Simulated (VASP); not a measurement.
# AlCl (Fm-3m) in VASP: notebook

Aim: see how the results for AlCl move with the level of theory and the settings. Levels: HSE(alpha, omega). Tasks: single point.

All numbers are computed with VASP 6.6.1; they aren't measurements. Logs are shortened: lines on timing, memory, paths and dates and some standing lists are left out, and cuts for length are marked.

### 1 The crystal as given

It takes space group Fm-3m (No. 225, cubic). Conventional cell: a = 5.697 Å, b = 5.697 Å, c = 5.697 Å, α = 90.00°, β = 90.00°, γ = 90.00°. Al (site symmetry m-3m) has 6 Cl at 2.85 Å as nearest neighbours. Cl (site symmetry m-3m) is surrounded by 6 Al at 2.85 Å.

The cell was built by a generator and needn't be a form met in nature.

### 2 Single point, HSE(alpha, omega)

Contents of POSCAR:

```
AlCl
1.0
    0.0000000000      2.8486347600      2.8486347600
    2.8486347600      0.0000000000      2.8486347600
    2.8486347600      2.8486347600      0.0000000000
Al Cl
1 1
Direct
    0.5000000000      0.5000000000      0.5000000000
    0.0000000000      0.0000000000      0.0000000000
```

Contents of INCAR.step1:

```
SYSTEM = AlCl
ALGO = Normal ; EDIFF = 1E-5
ENCUT = 520 ; GGA = PE
ISIF = 2 ; ISMEAR = -1
LASPH = .True. ; LCHARG = .False.
LREAL = .False. ; LWAVE = .True.
NBANDS = 12 ; NELM = 100
PREC = Accurate ; SIGMA = 0.05
```

Contents of INCAR.step2:

```
SYSTEM = AlCl
AEXX = 0.15 ; ALGO = Normal
EDIFF = 1E-6 ; ENCUT = 520
GGA = PE ; HFSCREEN = 0.2
ISIF = 2 ; ISMEAR = -1
ISTART = 1 ; LASPH = .True.
LCHARG = .False. ; LHFCALC = .True.
LREAL = .False. ; LWAVE = .False.
NBANDS = 12 ; NELM = 100
PREC = Accurate ; PRECFOCK = Fast
SIGMA = 0.05
```

Contents of KPOINTS:

```
k-points
0
Gamma
  4 4 4
  0 0 0
```

Potentials or basis: VASP PAW PBE potentials, release 64 (Al, Cl).

Run with:

```console
$ cat potpaw_PBE.64/Al/POTCAR potpaw_PBE.64/Cl/POTCAR > POTCAR
$ cp INCAR.step1 INCAR
$ mpirun -np 1 vasp_std > vasp.out
$ cp INCAR.step2 INCAR
$ mpirun -np 1 vasp_std > vasp.out
```

OUTCAR:

```text
SYSTEM = AlCl
   AEXX = 0.15
   EDIFF = 1E-6
   ENCUT = 520
   GGA = PE
   HFSCREEN = 0.2
   ISIF = 2
   ISMEAR = -1
   ISTART = 1
   LASPH = .True.
   LHFCALC = .True.
   LREAL = .False.
   NELM = 100
   PREC = Accurate
   PRECFOCK = Fast

 ion  position               nearest neighbor table
   1  0.500  0.500  0.500-   2 2.85   2 2.85   2 2.85   2 2.85   2 2.85   2 2.85
   2  0.000  0.000  0.000-   1 2.85   1 2.85   1 2.85   1 2.85   1 2.85   1 2.85

  LATTYP: Found a face centered cubic cell.
 ALAT       =     5.6972695200

  Lattice vectors:

 A1 = (   0.0000000000,   2.8486347600,   2.8486347600)
 A2 = (   2.8486347600,   0.0000000000,   2.8486347600)
 A3 = (   2.8486347600,   2.8486347600,   0.0000000000)

Analysis of symmetry for initial positions (statically):
=====================================================================
 Subroutine PRICEL returns:
 Original cell was already a primitive cell.

 Routine SETGRP: Setting up the symmetry group for a
 face centered cubic supercell.

 Subroutine GETGRP returns: Found 48 space group operations
 (whereof 48 operations were pure point group operations)
 out of a pool of 48 trial point group operations.

The static configuration has the point symmetry O_h .

Analysis of symmetry for dynamics (positions and initial velocities):
=====================================================================
 Subroutine PRICEL returns:
 Original cell was already a primitive cell.

 Routine SETGRP: Setting up the symmetry group for a
 face centered cubic supercell.

 Subroutine GETGRP returns: Found 48 space group operations
 (whereof 48 operations were pure point group operations)
 out of a pool of 48 trial point group operations.

The dynamic configuration has the point symmetry O_h .

 Subroutine INISYM returns: Found 48 space group operations
 (whereof 48 operations are pure point group operations),
 and found     1 'primitive' translations

----------------------------------------------------------------------------------------

                                     Primitive cell

  volume of cell :      46.2317

  direct lattice vectors                    reciprocal lattice vectors
     0.000000000  2.848634760  2.848634760    -0.175522677  0.175522677  0.175522677
     2.848634760  0.000000000  2.848634760     0.175522677 -0.175522677  0.175522677
     2.848634760  2.848634760  0.000000000     0.175522677  0.175522677 -0.175522677

  length of vectors
     4.028577912  4.028577912  4.028577912     0.304014195  0.304014195  0.304014195

  position of ions in fractional coordinates (direct lattice)
     0.500000000  0.500000000  0.500000000
     0.000000000  0.000000000  0.000000000

  ion indices of the primitive-cell ions
   primitive index   ion index
                 1           1
                 2           2

----------------------------------------------------------------------------------------

 KPOINTS: k-points

Automatic generation of k-mesh.
 Grid dimensions read from file:
 generate k-points for:    4    4    4

 Generating k-lattice:

  Cartesian coordinates                     Fractional coordinates (reciprocal lattice)
    -0.043880669  0.043880669  0.043880669     0.250000000  0.000000000  0.000000000
     0.043880669 -0.043880669  0.043880669     0.000000000  0.250000000  0.000000000
     0.043880669  0.043880669 -0.043880669     0.000000000  0.000000000  0.250000000

  Length of vectors
     0.076003549  0.076003549  0.076003549

  Shift w.r.t. Gamma in fractional coordinates (k-lattice)
     0.000000000  0.000000000  0.000000000

 Subroutine IBZKPT returns following result:
 ===========================================

 Found      8 irreducible k-points:

 Following reciprocal coordinates:
            Coordinates               Weight
  0.000000  0.000000  0.000000      1.000000
  0.250000  0.000000  0.000000      8.000000
  0.500000  0.000000  0.000000      4.000000
  0.250000  0.250000  0.000000      6.000000
  0.500000  0.250000  0.000000     24.000000
 -0.250000  0.250000  0.000000     12.000000
  0.500000  0.500000  0.000000      3.000000
 -0.250000  0.500000  0.250000      6.000000
   k-points           NKPTS =      8   k-points in BZ     NKDIM =     64   number of bands    NBANDS=     12
   number of dos      NEDOS =    301   number of ions     NIONS =      2
   total plane-waves  NPLWV =  27000
   dimension x,y,z NGX =    30 NGY =   30 NGZ =   30
   dimension x,y,z NGXF=    60 NGYF=   60 NGZF=   60
   ions per type =               1   1
   NGX,Y,Z   is equivalent  to a cutoff of  12.38, 12.38, 12.38 a.u.
   NGXF,Y,Z  is equivalent  to a cutoff of  24.76, 24.76, 24.76 a.u.
 SYSTEM =  AlCl
   PREC   = accura    normal or accurate (medium, high low for compatibility)
   ISTART =      1    job   : 0-new  1-cont  2-samecut
   ICHARG =      0    charge: 1-file 2-atom 10-const
   ISPIN  =      1    spin polarized calculation?
   LNONCOLLINEAR =      F non collinear calculations
   LSORBIT =      F    spin-orbit coupling
   LASPH  =      T    aspherical Exc in radial PAW
   ENCUT  =  520.0 eV  38.22 Ry    6.18 a.u.   7.49  7.49  7.49*2*pi/ulx,y,z
   NELM   =    100;   NELMIN=  2; NELMDL=  0     # of ELM steps
   EDIFF  = 0.1E-05   stopping-criterion for ELM
   LREAL  =      F    real-space projection
   EDIFFG = 0.1E-04   stopping-criterion for IOM
   NSW    =      0    number of steps for IOM
   IBRION =     -1    ionic relax: 0-MD 1-quasi-New 2-CG
   NFREE  =      0    steps in history (QN), initial steepest desc. (CG)
   ISIF   =      2    stress and relaxation
   ISYM   =      3    0-nonsym 1-usesym 2-fastsym
   POTIM  = 0.5000    time-step for ionic-motion
   TEBEG  =    0.0;   TEEND  =   0.0 temperature during run
   PSTRESS=    0.0 pullay stress
   NELECT =      10.0000    total number of electrons
   NUPDOWN=      -1.0000    fix difference up-down
   EMIN   =  10.00;   EMAX   =-10.00  energy-range for DOS
   EFERMI =   0.00;   METHOD = LEGACY
   ISMEAR =    -1;   SIGMA  =   0.05  broadening in eV -4-tet -1-fermi 0-gaus
   EFERMI_NEDOS =   21; number of points for ismear=-14 and -15
   IALGO  =     38    algorithm
   IMIX   =      1    mixing-type and parameters
     AMIX     =   0.40;   BMIX     =  1.00
     AMIX_MAG =   1.60;   BMIX_MAG =  1.00
  volume/ion in A,a.u.               =      23.12       155.99
  Fermi-wavevector in a.u.,A,eV,Ry     =   0.982716  1.857064 13.139567  0.965731
  Thomas-Fermi vector in A             =   2.113820
   LORBIT       =      0    0 simple, 1 ext, 2 COOP (PROOUT), +10 PAW based schemes
   GGA     = PE    functional components
   LHFCALC =     T    Hartree Fock is set to
   PRECFOCK=fast      Normal, Fast or Accurate (Low or Medium for compatibility)
   ENCUT4O =  -1.0   cutoff for four orbital integrals eV
   NKREDX  =     1    reduce k-point grid by
   NKREDY  =     1    reduce k-point grid by
   NKREDZ  =     1    reduce k-point grid by
   AEXX    =    0.1500 exact exchange contribution
   HFSCREEN=    0.2000 screening length (either q_TF or 0.3 A-1)
   HFSCREENC=   0.2000 screening length for correlation (either q_TF or 0.3 A-1)
   ENCUTFOCK=  -1.0 apply spherical cutoff to Coloumb kernel
   IVDW    =     0    specifies the selected vdW correction
   LEPSILON=     F    determine dielectric tensor
   LRPA    =     F    only Hartree local field effects (RPA)
 non-spin polarized calculation
  energy-cutoff  :      520.00
  volume of cell :       46.23
 maximum number of plane-waves:      1257
 NGX is ok and might be reduce to    30
  NGX = 16; NGY = 16; NGZ = 16

 number of electron       9.9999999 magnetization

 Free energy of the ion-electron system (eV)
  ---------------------------------------------------
  ext. energy  EPLUGINS =         0.00000000
  ---------------------------------------------------
  free energy    TOTEN  =        -6.57689685 eV

  energy without entropy =       -6.57504809  energy(sigma->0) =       -6.57597247

 E-fermi :   5.2785     XC(G=0):  -8.0039

 val. band max:        5.1109317691   @ k =   0.5000   0.0000   0.0000
 cond. band min:       5.4460511170   @ k =   0.5000   0.0000   0.0000
 fundamental gap:      0.3351193478
 Fermi energy:         5.2784914232

 k-point     1 :       0.0000    0.0000    0.0000
  band No.  band energies     occupation
      1     -13.5972      2.00000
      2      -0.2698      2.00000
      3      -0.2698      2.00000
      4      -0.2698      2.00000
      5       0.5583      2.00000
      6      10.7061      0.00000
      7      10.7061      0.00000
      8      10.7061      0.00000
      9      10.8668      0.00000
     10      10.8668      0.00000
     11      10.8668      0.00000
     12      12.5490      0.00000

 k-point     2 :       0.2500    0.0000    0.0000
  band No.  band energies     occupation
      1     -13.3993      2.00000
      2      -2.3990      2.00000
      3      -0.3628      2.00000
      4      -0.3628      2.00000
      5       2.9628      2.00000
      6       7.7910      0.00000
      7       8.6043      0.00000
      8       8.6043      0.00000
      9      11.5977      0.00000
     10      12.2432      0.00000
     11      12.2432      0.00000
     12      16.1088      0.00000

 k-point     3 :       0.5000    0.0000    0.0000
  band No.  band energies     occupation
      1     -13.1834      2.00000
      2      -3.4616      2.00000
      3      -0.4472      2.00000
      4      -0.4472      2.00000
      5       5.1109      1.93229
      6       5.4461      0.06771
      7       7.6212      0.00000
      8       7.6212      0.00000
      9      12.6278      0.00000
     10      15.7329      0.00000
     11      15.7329      0.00000
     12      16.1829      0.00000
[... 46 lines left out ...]
 k-point     7 :       0.5000    0.5000    0.0000
  band No.  band energies     occupation
      1     -13.0736      2.00000
      2      -2.5104      2.00000
      3      -1.1312      2.00000
      4      -1.1312      2.00000
      5       1.2867      2.00000
      6       7.7665      0.00000
      7       9.3799      0.00000
      8      10.5063      0.00000
      9      10.5063      0.00000
     10      14.5478      0.00000
     11      15.6820      0.00000
     12      17.7122      0.00000

 k-point     8 :      -0.2500    0.5000    0.2500
  band No.  band energies     occupation
      1     -13.0646      2.00000
      2      -1.9014      2.00000
      3      -1.9014      2.00000
      4      -1.8262      2.00000
      5       3.1531      2.00000
      6       7.5983      0.00000
      7       8.6822      0.00000
      8       8.6822      0.00000
      9      12.8560      0.00000
     10      12.8560      0.00000
     11      15.3087      0.00000
     12      17.8712      0.00000

------------------------ aborting loop because EDIFF is reached ----------------------------------------

  FORCE on cell =-STRESS in cart. coord.  units (eV):
  Direction    XX          YY          ZZ          XY          YZ          ZX
  --------------------------------------------------------------------------------------
  -------------------------------------------------------------------------------------
  Total        1.2910606      1.2910606      1.2910606      0.0000000      0.0000000      0.0000000
  in kB       44.7421544     44.7421544     44.7421544      0.0000000      0.0000000      0.0000000
  external PRESSURE =      44.7421544 kB  Pullay stress =       0.0000000 kB

 VOLUME and BASIS-vectors are now :
 -----------------------------------------------------------------------------
  energy-cutoff  :      520.00
  volume of cell :       46.23
      direct lattice vectors                 reciprocal lattice vectors
     0.000000000  2.848634760  2.848634760    -0.175522677  0.175522677  0.175522677
     2.848634760  0.000000000  2.848634760     0.175522677 -0.175522677  0.175522677
     2.848634760  2.848634760  0.000000000     0.175522677  0.175522677 -0.175522677

 POSITION                                       TOTAL-FORCE (eV/Angst)
 -----------------------------------------------------------------------------------
      2.84863      2.84863      2.84863        -0.000000      0.000000     -0.000000
      0.00000      0.00000      0.00000         0.000000     -0.000000      0.000000
 -----------------------------------------------------------------------------------
    total drift:                               -0.000047     -0.000063     -0.000065

  FREE ENERGIE OF THE ION-ELECTRON SYSTEM (eV)
  ---------------------------------------------------
  free  energy   TOTEN  =        -6.5768968537 eV

  energy  without entropy=       -6.5750480894  energy(sigma->0) =       -6.57597247
```

It took 55 s on 1 thread of Intel Xeon Platinum 8559C (Emerald Rapids), shared host; peak memory 0.26 GiB.

What came out:

| Quantity | Value |
| --- | --- |
| Free energy | -6.5769 eV |
| Pressure | 4.5 GPa |
| Band gap on the k mesh | 0.34 eV, direct |

Caveat: the k mesh is coarse (spacing up to 0.48 Å⁻¹), so the values aren't converged, least of all with exact exchange; the PAW data sets were made with another functional, which shifts forces and pressure a little.

### 3 Single point, HSE(alpha, omega)

POSCAR is that of step 2.

INCAR.step1 is that of step 2.

INCAR.step2: that of step 2 with these lines changed.

```diff
@@ -1,3 +1,3 @@
 SYSTEM = AlCl
-AEXX = 0.15 ; ALGO = Normal
+AEXX = 0.2 ; ALGO = Normal
 EDIFF = 1E-6 ; ENCUT = 520
```

KPOINTS is that of step 2.

Potentials or basis: VASP PAW PBE potentials, release 64 (Al, Cl).

Run with:

```console
$ cat potpaw_PBE.64/Al/POTCAR potpaw_PBE.64/Cl/POTCAR > POTCAR
$ cp INCAR.step1 INCAR
$ mpirun -np 1 vasp_std > vasp.out
$ cp INCAR.step2 INCAR
$ mpirun -np 1 vasp_std > vasp.out
```

Run time: 47 s. Hardware: 1 thread of Intel Xeon Platinum 8559C (Emerald Rapids), shared host; peak memory 0.26 GiB.

It converged, with:

- Free energy: -6.8053 eV
- Pressure: 4.6 GPa
- Band gap on the k mesh: 0.26 eV, direct

Levels at points of the mesh, in eV from the valence-band top:
```
           k point  band 2  band 3  band 4  band 5  band 6  band 7  band 8  band 9
(0.00, 0.00, 0.00)   -5.60   -5.60   -5.60   -4.73    5.67    5.67    5.67    5.86
(0.50, 0.00, 0.00)   -8.85   -5.78   -5.78    0.00    0.26    2.56    2.56    7.60
(0.50, 0.50, 0.00)   -7.87   -6.47   -6.47   -3.99    2.69    4.34    5.49    5.49
```

Caveat: the k mesh is coarse (spacing up to 0.48 Å⁻¹), so the values aren't converged, least of all with exact exchange; the PAW data sets were made with another functional, which shifts forces and pressure a little.

### 4 Single point, HSE(alpha, omega)

POSCAR is that of step 3.

INCAR.step1 is that of step 3.

INCAR.step2: that of step 3 with these lines changed.

```diff
@@ -1,3 +1,3 @@
 SYSTEM = AlCl
-AEXX = 0.2 ; ALGO = Normal
+AEXX = 0.25 ; ALGO = Normal
 EDIFF = 1E-6 ; ENCUT = 520
```

KPOINTS is that of step 3.

Run with:

```console
$ cat potpaw_PBE.64/Al/POTCAR potpaw_PBE.64/Cl/POTCAR > POTCAR
$ cp INCAR.step1 INCAR
$ mpirun -np 1 vasp_std > vasp.out
$ cp INCAR.step2 INCAR
$ mpirun -np 1 vasp_std > vasp.out
```

It took 51 s on 1 thread of Intel Xeon Platinum 8559C (Emerald Rapids), shared host; peak memory 0.26 GiB.

Results (log left out):

| Quantity | Value |
| --- | --- |
| Free energy | -7.0404 eV |
| Pressure | 4.8 GPa |
| Band gap on the k mesh | 0.17 eV, direct |

Levels at points of the mesh, in eV from the valence-band top:
| k point | band 2 | band 3 | band 4 | band 5 | band 6 | band 7 | band 8 | band 9 |
| --- | --- | --- | --- | --- | --- | --- | --- | --- |
| (0.00, 0.00, 0.00) | -5.83 | -5.83 | -5.83 | -4.91 | 5.73 | 5.73 | 5.73 | 5.95 |
| (0.50, 0.00, 0.00) | -9.13 | -6.01 | -6.01 | 0.00 | 0.17 | 2.60 | 2.60 | 7.67 |
| (0.50, 0.50, 0.00) | -8.13 | -6.71 | -6.71 | -4.17 | 2.72 | 4.41 | 5.58 | 5.58 |

Caveat: the k mesh is coarse (spacing up to 0.48 Å⁻¹), so the values aren't converged, least of all with exact exchange; the PAW data sets were made with another functional, which shifts forces and pressure a little.

(Continued in part 2 of 2.)
